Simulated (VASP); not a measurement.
Level of theory: optB86b-vdW, VASP's PBE PAW potentials (set 64) (plane waves; VASP 6.6.1).

A VASP calculation is set up with these files.

INCAR:
```
# general
SYSTEM  =SrTiO3
PREC    =Accurate
ENCUT   =520   # plane-wave cut-off (eV)
LREAL   =.False.   # projection in real space or not
LASPH   =.True.   # aspherical one-centre terms

# electronic loop
EDIFF   =1E-6   # SCF stop (eV)
NELM    =100
ALGO    =Normal   # blocked Davidson
LMAXMIX =4   # l cut-off of mixed one-centre charges

# smearing
ISMEAR  =0   # Gaussian
SIGMA   =0.05   # width (eV)

# functional
GGA     =MK
LUSE_VDW=.True.
AGGAC   =0.0
PARAM1  =0.1234
PARAM2  =1.0

# ions
IBRION  =2   # conjugate gradients
NSW     =60
ISIF    =3
EDIFFG  =-0.02   # ionic stop

# output
LWAVE   =.False.
LCHARG  =.False.
```

KPOINTS:
```
Automatic mesh
0
Gamma
5 5 5
0 0 0
```

File POSCAR:
```
SrTiO3
1
    3.8964014399     0.0000000000     0.0000000000
    0.0000000000     3.8964014399    -0.0000000000
   -0.0000000000     0.0000000000     3.8964014399
Sr Ti O
1 1 3
Direct
  0.0000000000   0.0000000000   0.0000000000
  0.5000000000   0.5000000000   0.5000000000
  0.5000000000   0.0000000000   0.5000000000
  0.0000000000   0.5000000000   0.5000000000
  0.5000000000   0.5000000000   0.0000000000
```

POTCAR, in this order: Sr_sv Ti_sv O (PBE.64 set). Program: vasp_std.

Output

OSZICAR:
```
       N       E                     dE             d eps       ncg     rms          rms(c)
DAV:   1     0.461175767718E+03    0.46118E+03   -0.21747E+04   480   0.186E+03
DAV:   2     0.406748002574E+01   -0.45711E+03   -0.45064E+03   568   0.502E+02
DAV:   3    -0.391298681145E+02   -0.43197E+02   -0.42887E+02   672   0.146E+02
DAV:   4    -0.412143813809E+02   -0.20845E+01   -0.20838E+01   680   0.289E+01
DAV:   5    -0.412768299718E+02   -0.62449E-01   -0.62445E-01   664   0.386E+00    0.276E+01
DAV:   6    -0.310455310908E+02    0.10231E+02   -0.65975E+01   720   0.754E+01    0.167E+01
DAV:   7    -0.310992628744E+02   -0.53732E-01   -0.86334E+00   592   0.230E+01    0.110E+01
DAV:   8    -0.311299238033E+02   -0.30661E-01   -0.19845E+00   624   0.154E+01    0.300E+00
DAV:   9    -0.310330095205E+02    0.96914E-01   -0.49497E-01   568   0.731E+00    0.882E-01
DAV:  10    -0.310375766040E+02   -0.45671E-02   -0.12218E-01   664   0.248E+00    0.790E-01
DAV:  11    -0.310298581740E+02    0.77184E-02   -0.59326E-02   760   0.202E+00    0.160E-01
DAV:  12    -0.310297737213E+02    0.84453E-04   -0.23343E-03   592   0.538E-01    0.800E-02
DAV:  13    -0.310297491821E+02    0.24539E-04   -0.37241E-04   800   0.207E-01    0.407E-02
DAV:  14    -0.310297507823E+02   -0.16002E-05   -0.68067E-05   632   0.856E-02    0.167E-02
DAV:  15    -0.310297490928E+02    0.16895E-05   -0.29631E-05   600   0.583E-02    0.814E-03
DAV:  16    -0.310297493778E+02   -0.28505E-06   -0.36936E-06   480   0.202E-02
   1 F= -.31029749E+02 E0= -.31029749E+02  d E =-.310297E+02
       N       E                     dE             d eps       ncg     rms          rms(c)
DAV:   1    -0.312407323720E+02   -0.21098E+00   -0.60308E+00   552   0.265E+01    0.415E+00
DAV:   2    -0.310564602850E+02    0.18427E+00   -0.70161E-01   568   0.825E+00    0.148E+00
DAV:   3    -0.310274441432E+02    0.29016E-01   -0.19248E-01   520   0.273E+00    0.662E-01
DAV:   4    -0.310271474118E+02    0.29673E-03   -0.39834E-02   696   0.125E+00    0.586E-01
DAV:   5    -0.310285607691E+02   -0.14134E-02   -0.54132E-03   840   0.681E-01    0.468E-01
DAV:   6    -0.310296269700E+02   -0.10662E-02   -0.19650E-03   672   0.255E-01    0.230E-01
DAV:   7    -0.310301942021E+02   -0.56723E-03   -0.13494E-03   784   0.187E-01    0.466E-02
DAV:   8    -0.310302119999E+02   -0.17798E-04   -0.49972E-05   560   0.440E-02    0.317E-02
DAV:   9    -0.310302293834E+02   -0.17383E-04   -0.31944E-05   640   0.564E-02    0.532E-03
DAV:  10    -0.310302295989E+02   -0.21551E-06   -0.78186E-06   600   0.142E-02
   2 F= -.31030230E+02 E0= -.31030230E+02  d E =-.480221E-03
       N       E                     dE             d eps       ncg     rms          rms(c)
DAV:   1    -0.310884840377E+02   -0.58255E-01   -0.14692E+00   560   0.129E+01    0.205E+00
DAV:   2    -0.310427479990E+02    0.45736E-01   -0.16378E-01   560   0.406E+00    0.713E-01
DAV:   3    -0.310357489003E+02    0.69991E-02   -0.44467E-02   592   0.142E+00    0.255E-01
DAV:   4    -0.310360708997E+02   -0.32200E-03   -0.93428E-03   648   0.519E-01    0.241E-01
DAV:   5    -0.310362648075E+02   -0.19391E-03   -0.83429E-04   832   0.269E-01    0.190E-01
DAV:   6    -0.310365584573E+02   -0.29365E-03   -0.45353E-04   608   0.124E-01    0.973E-02
DAV:   7    -0.310367189238E+02   -0.16047E-03   -0.31854E-04   704   0.115E-01    0.133E-02
DAV:   8    -0.310367324088E+02   -0.13485E-04   -0.74926E-05   776   0.420E-02    0.878E-03
DAV:   9    -0.310367330618E+02   -0.65307E-06   -0.23976E-06   456   0.103E-02
   3 F= -.31036733E+02 E0= -.31036733E+02  d E =-.698368E-02
```

### OUTCAR
```
------------------------ aborting loop because EDIFF is reached ----------------------------------------
  FORCE on cell =-STRESS in cart. coord.  units (eV):
  Direction    XX          YY          ZZ          XY          YZ          ZX
  --------------------------------------------------------------------------------------
  Total       -0.0028076     -0.0028076     -0.0028076      0.0000000      0.0000000      0.0000000
  in kB       -0.0749631     -0.0749631     -0.0749631      0.0000000      0.0000000      0.0000000
  external PRESSURE =      -0.0749631 kB  Pullay stress =       0.0000000 kB
  volume of cell :       60.01
      direct lattice vectors                 reciprocal lattice vectors
     3.914992489 -0.000000000  0.000000000     0.255428332  0.000000000  0.000000000
    -0.000000000  3.914992489  0.000000000     0.000000000  0.255428332  0.000000000
     0.000000000 -0.000000000  3.914992489    -0.000000000 -0.000000000  0.255428332
 POSITION                                       TOTAL-FORCE (eV/Angst)
 -----------------------------------------------------------------------------------
      0.00000      0.00000      0.00000         0.000000      0.000000      0.000000
      1.95750      1.95750      1.95750        -0.000000      0.000000      0.000000
      1.95750     -0.00000      1.95750         0.000000      0.000000      0.000000
     -0.00000      1.95750      1.95750        -0.000000      0.000000      0.000000
      1.95750      1.95750      0.00000         0.000000     -0.000000      0.000000
 -----------------------------------------------------------------------------------
    total drift:                                0.000000      0.000000     -0.000000
  FREE ENERGIE OF THE ION-ELECTRON SYSTEM (eV)
  ---------------------------------------------------
  free  energy   TOTEN  =       -31.0367330618 eV

  energy  without entropy=      -31.0367330618  energy(sigma->0) =      -31.03673306

 reached required accuracy - stopping structural energy minimisation
```
(Selected blocks of OUTCAR.)

### CONTCAR
```
SrTiO3
   1.00000000000000
     3.9149924888748546   -0.0000000000000000    0.0000000000000000
    -0.0000000000000000    3.9149924888748546    0.0000000000000000
     0.0000000000000000   -0.0000000000000000    3.9149924888748546
  Sr              Ti              O
     1     1     3
Direct
     0.0000000000000000    0.0000000000000000    0.0000000000000000
     0.5000000000000000    0.5000000000000000    0.5000000000000000
     0.5000000000000000    0.0000000000000000    0.5000000000000000
     0.0000000000000000    0.5000000000000000    0.5000000000000000
     0.5000000000000000    0.5000000000000000    0.0000000000000000
```

The compound is SrTiO3 in the cubic perovskite structure, the ideal cubic form; the compound distorts at low or room temperature. This run relaxes it. Symmetry was kept, so distortions that lower it aren't found.
